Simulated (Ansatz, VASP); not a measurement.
Two plane-wave programs on IrPt2F6

```
CELL_PARAMETERS angstrom
3.22369 5.58359 0.00000
-3.22369 5.58359 0.00000
0.00000 0.00000 5.16506
ATOMIC_POSITIONS crystal
Ir 0.00000 0.00000 0.50000
Pt 0.66667 0.66667 0.64949
Pt 0.33333 0.33333 0.35051
F 0.14565 0.14565 0.28267
F 0.70869 0.14565 0.28267
F 0.14565 0.70869 0.28267
F 0.29131 0.85435 0.71733
F 0.85435 0.85435 0.71733
F 0.85435 0.29131 0.71733
```

Alike in both runs: functional PBE; k mesh 6 × 6 × 4; occupations fermi-dirac, width 0.0167 eV; no spin polarisation.

Ansatz relaxed the structure, and its values are those at the end. VASP's run is a single point on that final structure, the one shown.

```csv
,VASP,Ansatz
version,VASP 6.6.1,Ansatz 0.2.0
potentials or method,"VASP PAW PBE potentials, release 64 (Ir, Pt, F)",PAW plane waves
plane-wave cutoff (eV),520,420
valence electrons in the cell,71,95
```

```tsv
	VASP	Ansatz	Ansatz less VASP
pressure (GPa)	0.4	0.0	-0.36
rms of the force components (eV/Å)	0.080	0.000	-0.0794
```

The functional is the same, so the differences come from potentials, cutoffs and numerics. The two sets of potentials don't hold the same shells in valence. Ansatz warned: «structure_snapped_to_symmetry».

Caveats: an odd number of electrons without spin polarisation forces a metal; a magnetic or distorted state may lie lower. The runs have no spin-orbit coupling, so splittings on Ir, Pt are missing.
